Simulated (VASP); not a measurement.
Data:

```
CELL_PARAMETERS angstrom
      0.00000     2.40966     2.40966
      2.40966     0.00000     2.40966
      2.40966     2.40966     0.00000
ATOMIC_POSITIONS crystal
  Hf 0.00000 0.00000 0.00000
  C  0.50000 0.50000 0.50000
```

Computed with vdW-DF2, VASP's PBE PAW potentials (set 64) (plane waves; VASP 6.6.1). Settings: 520 eV cut-off, 13×13×13 Γ-centred mesh, first-order Methfessel-Paxton smearing of 0.10 eV, potentials Hf_pv C.

Q: Give the stress tensor in GPa (positive for a compressed cell).

A: 
```
-11.27    0.00    0.00
  0.00  -11.27    0.00
  0.00    0.00  -11.27
```
The pressure is its mean diagonal, -11.27 GPa.

The compound is HfC in the rock salt structure. This cell is one point of a volume scan, at 1.06 of the reference volume.
